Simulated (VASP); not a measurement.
Computed with PBE GGA, VASP's PBE PAW potentials (set 64) (plane waves; VASP).

VASP ran on this input.

POSCAR:
```
Co
1.0
  2.3170220000   0.0000000000   0.0000000000
  0.0000000000   2.3170220000   0.0000000000
  0.0000000000   0.0000000000   2.3170220000
Co
1
Cart
  0.0000000000   0.0000000000   0.0000000000
```

### INCAR
```
! general
SYSTEM  = Co
PREC    = Accurate
ENCUT   = 400
LREAL   = F
LASPH   = T

! electronic loop
EDIFF   = 1E-6
NELM    = 100
ALGO    = Normal
LMAXMIX = 4

! smearing
ISMEAR  = 1
SIGMA   = 0.1

! functional
GGA     = PE

! spin
ISPIN   = 2
MAGMOM  = 3.0

! ions
ISIF    = 2

! output
LWAVE   = F
LCHARG  = F
LORBIT  = 10
```

KPOINTS:
```
Regular mesh
0
Monkhorst-Pack
  15 15 15
0 0 0
```

POTCAR, in this order: Co (PBE.64 set). Program: vasp_std.

The resulting files:

File OSZICAR:
```
       N       E                     dE             d eps       ncg     rms          rms(c)
DAV:   1     0.210196644712E+02    0.21020E+02   -0.37176E+03  4912   0.928E+02
DAV:   2    -0.628881336328E+01   -0.27308E+02   -0.25611E+02  4918   0.137E+02
DAV:   3    -0.684717912655E+01   -0.55837E+00   -0.55655E+00  5470   0.248E+01
DAV:   4    -0.685441762481E+01   -0.72385E-02   -0.72373E-02  5744   0.253E+00
DAV:   5    -0.685463913724E+01   -0.22151E-03   -0.22151E-03  5764   0.391E-01    0.948E+00
DAV:   6    -0.645865766546E+01    0.39598E+00   -0.10495E+01  5314   0.493E+01    0.490E+00
DAV:   7    -0.627735599753E+01    0.18130E+00   -0.14437E+00  5314   0.175E+01    0.259E+00
DAV:   8    -0.627054547046E+01    0.68105E-02   -0.80894E-03  6028   0.900E-01    0.113E+00
DAV:   9    -0.626601663863E+01    0.45288E-02   -0.50446E-03  6686   0.636E-01    0.250E-01
DAV:  10    -0.626560182933E+01    0.41481E-03   -0.60052E-04  6642   0.194E-01    0.378E-02
DAV:  11    -0.626562304925E+01   -0.21220E-04   -0.34721E-05  5124   0.564E-02    0.258E-02
DAV:  12    -0.626562696995E+01   -0.39207E-05   -0.59907E-06  5422   0.341E-02    0.111E-02
DAV:  13    -0.626562579244E+01    0.11775E-05   -0.23077E-06  2910   0.151E-02    0.455E-03
DAV:  14    -0.626562579000E+01    0.24387E-08   -0.25952E-07  2500   0.662E-03
   1 F= -.62656258E+01 E0= -.62652438E+01  d E =-.114612E-02  mag=     1.7955
```

OUTCAR:
```
------------------------ aborting loop because EDIFF is reached ----------------------------------------
  FORCE on cell =-STRESS in cart. coord.  units (eV):
  Direction    XX          YY          ZZ          XY          YZ          ZX
  --------------------------------------------------------------------------------------
  Total        0.1909125      0.1909125      0.1909125      0.0000000      0.0000000     -0.0000000
  in kB       24.5897691     24.5897691     24.5897691      0.0000000      0.0000000     -0.0000000
  external PRESSURE =      24.5897691 kB  Pullay stress =       0.0000000 kB
  volume of cell :       12.44
      direct lattice vectors                 reciprocal lattice vectors
     2.317022000  0.000000000  0.000000000     0.431588479  0.000000000  0.000000000
     0.000000000  2.317022000  0.000000000     0.000000000  0.431588479  0.000000000
     0.000000000  0.000000000  2.317022000     0.000000000  0.000000000  0.431588479
 POSITION                                       TOTAL-FORCE (eV/Angst)
 -----------------------------------------------------------------------------------
      0.00000      0.00000      0.00000         0.000000      0.000000      0.000000
 -----------------------------------------------------------------------------------
    total drift:                               -0.000000      0.000000      0.000000
  FREE ENERGIE OF THE ION-ELECTRON SYSTEM (eV)
  ---------------------------------------------------
  free  energy   TOTEN  =        -6.2656257900 eV

  energy  without entropy=       -6.2644796711  energy(sigma->0) =       -6.26524375

 total charge

# of ion       s       p       d       tot
------------------------------------------
    1        0.503   0.423   7.283   8.210

 magnetization (x)

# of ion       s       p       d       tot
------------------------------------------
    1        0.006  -0.007   1.801   1.801
```
(Selected blocks of OUTCAR.)

The structure was generated: Co was put into the simple-cubic type (Pm-3m), which need not be its known phase. The cell was not relaxed at this level. The run is one of a series of settings (KPOINTS 15×15×15 Monkhorst-Pack mesh against the base run), some of them coarse on purpose.
